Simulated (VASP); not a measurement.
Computed with PBE GGA with D3 dispersion (Becke-Johnson damping), VASP's PBE PAW potentials (set 64) (plane waves; VASP 6.6.1).

The input files of a VASP run:

File POSCAR:
```
Al3Sc
1
    4.0485064621     0.0000000000     0.0000000000
    0.0000000000     4.0485064621     0.0000000000
    0.0000000000     0.0000000000     4.0485064621
Sc Al
1 3
Direct
  0.0000000000   0.0000000000   0.0000000000
  0.0000000000   0.5000000000   0.5000000000
  0.5000000000   0.0000000000   0.5000000000
  0.5000000000   0.5000000000   0.0000000000
```

**INCAR**
```
SYSTEM = Al3Sc
PREC = Accurate; ENCUT = 520; LREAL = F
LASPH = T
EDIFF = 1E-7; NELM = 100; ALGO = Normal
LMAXMIX = 4
ISMEAR = -5
GGA = PE; IVDW = 12
ISIF = 2
LWAVE = F; LCHARG = T; LORBIT = 11
NEDOS = 601
LEFG = T
```

KPOINTS:
```
Regular mesh
0
Gamma
 9 9 9
0 0 0
```

POTCAR, in this order: Sc_sv Al (PBE.64 set). Program: vasp_std.

What VASP printed:

OSZICAR:
```
       N       E                     dE             d eps       ncg     rms          rms(c)
DAV:   1     0.113373905413E+03    0.11337E+03   -0.84324E+03   980   0.130E+03
DAV:   2    -0.125083120507E+02   -0.12588E+03   -0.12431E+03   992   0.367E+02
DAV:   3    -0.200966861697E+02   -0.75884E+01   -0.72062E+01  1532   0.736E+01
DAV:   4    -0.202352004020E+02   -0.13851E+00   -0.13786E+00  1374   0.101E+01
DAV:   5    -0.202385846229E+02   -0.33842E-02   -0.33838E-02  1402   0.150E+00    0.938E+00
DAV:   6    -0.193342009152E+02    0.90438E+00   -0.45532E+00  1640   0.254E+01    0.340E+00
DAV:   7    -0.192869308780E+02    0.47270E-01   -0.80835E-02  1148   0.251E+00    0.191E+00
DAV:   8    -0.192649718259E+02    0.21959E-01   -0.34922E-02  1450   0.158E+00    0.213E-01
DAV:   9    -0.192644455923E+02    0.52623E-03   -0.28710E-03  1286   0.419E-01    0.849E-02
DAV:  10    -0.192644566856E+02   -0.11093E-04   -0.19733E-04  1444   0.142E-01    0.732E-02
DAV:  11    -0.192644643602E+02   -0.76746E-05   -0.21959E-05  1298   0.339E-02    0.406E-02
DAV:  12    -0.192644831337E+02   -0.18774E-04   -0.27743E-05  1190   0.313E-02    0.594E-03
DAV:  13    -0.192644817302E+02    0.14036E-05   -0.13569E-06  1394   0.876E-03    0.108E-03
DAV:  14    -0.192644804380E+02    0.12922E-05   -0.65875E-08   760   0.231E-03    0.695E-04
DAV:  15    -0.192644804558E+02   -0.17799E-07   -0.16912E-08   646   0.257E-03
   1 F= -.20826999E+02 E0= -.20826999E+02  d E =0.000000E+00
```

**OUTCAR**
```
------------------------ aborting loop because EDIFF is reached ----------------------------------------
 Edisp (eV)   -1.56252
  FORCE on cell =-STRESS in cart. coord.  units (eV):
  Direction    XX          YY          ZZ          XY          YZ          ZX
  --------------------------------------------------------------------------------------
  Total       0.01909     0.01909     0.01909    -0.00000    -0.00000     0.00000
  in kB       0.46089     0.46089     0.46089    -0.00000    -0.00000     0.00000
  external pressure =        0.46 kB  Pullay stress =        0.00 kB
  volume of cell :       66.36
      direct lattice vectors                 reciprocal lattice vectors
     4.048506462  0.000000000  0.000000000     0.247004669  0.000000000  0.000000000
     0.000000000  4.048506462  0.000000000     0.000000000  0.247004669  0.000000000
     0.000000000  0.000000000  4.048506462     0.000000000  0.000000000  0.247004669
 POSITION                                       TOTAL-FORCE (eV/Angst)
 -----------------------------------------------------------------------------------
      0.00000      0.00000      0.00000         0.000000      0.000000      0.000000
      0.00000      2.02425      2.02425         0.000000      0.000000      0.000000
      2.02425      0.00000      2.02425         0.000000      0.000000      0.000000
      2.02425      2.02425      0.00000         0.000000      0.000000      0.000000
 -----------------------------------------------------------------------------------
    total drift:                               -0.000000     -0.000000      0.000000
  FREE ENERGIE OF THE ION-ELECTRON SYSTEM (eV)
  ---------------------------------------------------
  free  energy   TOTEN  =       -20.8269987150 eV

  energy  without entropy=      -20.8269987150  energy(sigma->0) =      -20.82699872

 total charge

# of ion       s       p       d       tot
------------------------------------------
    1        2.189   6.149   1.328   9.666
    2        0.418   0.391   0.000   0.808
    3        0.418   0.391   0.000   0.808
    4        0.418   0.391   0.000   0.808
--------------------------------------------------
tot          3.442   7.321   1.328  12.091

 Electric field gradients after diagonalization (V/A^2)
 (convention: |V_zz| > |V_xx| > |V_yy|)
----------------------------------------------------------------------
 ion       V_xx      V_yy      V_zz     asymmetry (V_yy - V_xx)/ V_zz
----------------------------------------------------------------------
   1       0.000     0.000    -0.000       0.416
   2      -9.975    -9.975    19.951       0.000
   3      -9.975    -9.975    19.951       0.000
   4      -9.975    -9.975    19.951       0.000
```
(Selected blocks of OUTCAR.)

For a metal the tetrahedron method with Blöchl corrections gives inexact stress and forces.

The compound is Al3Sc in the L1_2 structure. It was relaxed first.
